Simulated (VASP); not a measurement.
**KNi and the effect of the starting magnetic order**

The structure is tetragonal, space group P4/mmm (No. 123). Conventional cell: a = 3.660 Å, b = 3.660 Å, c = 3.479 Å, α = 90.00°, β = 90.00°, γ = 90.00°. Around K (site symmetry 4/mmm) lie 8 Ni at 3.12 Å and 2 K at 3.48 Å. Ni (site symmetry 4/mmm) is surrounded by 8 K at 3.12 Å and 2 Ni at 3.48 Å.

The cell comes from a database or a generator and needn't be the form met in nature.

Kept alike: task single point; functional PBEsol; k mesh 4 × 4 × 6; occupations fermi-dirac, width 0.05 eV; hubbard terms Ni d U = 5 eV. Program: VASP, PBE PAW files K_sv, Ni, 520 eV. The mesh is that of the run's cell of 4 atoms. No spin-orbit coupling.

```csv
starting magnetic order,largest site moment (μB),moment of the cell (μB),free energy over the lowest row (meV/atom)
antiferromagnetic,0.99,0.00,0.00
ferrimagnetic,0.99,0.00,0.00
ferromagnetic,1.07,1.91,294.73
non-magnetic,0.00,0.00,442.55
random collinear,0.99,0.00,0.00
```

For a metal such a mesh leaves the last digits unconverged. Moments of the cell are magnitudes, and a label names the start alone. The runs hold the magnetic state that their start led to, which needn't be the lowest. The row without spin has no moments by construction. Site moments count inside each atom's sphere or projector. All rows use potentials made for PBE. U enters in Dudarev's form.

The largest site moment runs from 0.00 (non-magnetic) to 1.07 μB (ferromagnetic). The moment of the cell runs from 0.00 (antiferromagnetic; ferrimagnetic; non-magnetic; random collinear) to 1.91 μB (ferromagnetic). The free energy is lowest at antiferromagnetic; ferrimagnetic; random collinear, and 442.55 meV an atom higher at non-magnetic. Starts that end at one energy have found one state: antiferromagnetic; ferrimagnetic; random collinear.
